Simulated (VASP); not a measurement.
Data:

```yaml
crystal:
  lattice:
    - [4.12189, 0.00000, 0.00000]
    - [0.00000, 4.12189, 0.00000]
    - [0.00000, 0.00000, 5.90574]
  atoms:
    - { symbol: Zn, position: [0.50000, 0.50000, 0.50000] }
    - { symbol: Cd, position: [0.00000, 0.00000, 0.00000] }
    - { symbol: Se, position: [0.00000, 0.50000, 0.72628] }
    - { symbol: Se, position: [0.50000, 0.00000, 0.27372] }
```

Method: PBEsol GGA, VASP's PBE PAW potentials (set 64) (plane waves; VASP 6.6.1). Run with 400 eV cut-off, 6×6×4 Γ-centred mesh, tetrahedra with Blöchl corrections, potentials Zn Cd Se.

Question: Predict the energy per atom (σ→0), band gap (on the k-mesh) with the smallest direct gap where there is one.

Answer: 
* **band gap (on the k-mesh)**: 0.73 eV
* **smallest direct gap (on the k-mesh)**: 0.73 eV
* **energy per atom (σ→0)**: -3223 meV/atom

Total energies compare only between runs with the same potentials, cut-off and functional.

The structure comes from a computed database's ZnCdSe2 entry (P-4m2); how it stands against other phases isn't given here. It was relaxed first.
